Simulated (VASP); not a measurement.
Level of theory: PBE GGA, VASP's PBE PAW potentials (set 64) (plane waves; VASP).

The input files of a VASP run:

KPOINTS:
```
Automatic mesh
0
Gamma
14 14 7
0 0 0
```

File POSCAR:
```
Cd
1.0
  1.4813647468  -2.5658005493   0.0000000000
  1.4813647468   2.5658005493   0.0000000000
  0.0000000000   0.0000000000   5.1417244060
Cd
2
Cart
  1.4813647468   0.8552685603   1.2854311015
  1.4813647468  -0.8552685603   3.8562933045
```

**INCAR**
```
ALGO = Normal
EDIFF = 1E-6
EDIFFG = -0.02
ENCUT = 500
GGA = PE
IBRION = 2
ISIF = 3
ISMEAR = 1
LASPH = T
LCHARG = F
LMAXMIX = 4
LREAL = F
LWAVE = F
NELM = 100
NSW = 40
PREC = Accurate
PSTRESS = 200
SIGMA = 0.1
SYSTEM = Cd
```

POTCAR, in this order: Cd (PBE.64 set). Program: vasp_std.

Task: What will the output report for the number of irreducible k-points (NKPTS), largest plane-wave count, number of space-group operations, FFT grid (NGX, NGY, NGZ)?

Result: 
The number of irreducible k-points (NKPTS) is 96 and the largest plane-wave count is 1021. The number of space-group operations comes out as 24. The FFT grid (NGX, NGY, NGZ) is 24 × 24 × 40.

The compound is Cd in the hcp structure. This run relaxes it under an external pressure of 20 GPa. Symmetry was kept, so distortions that lower it aren't found.
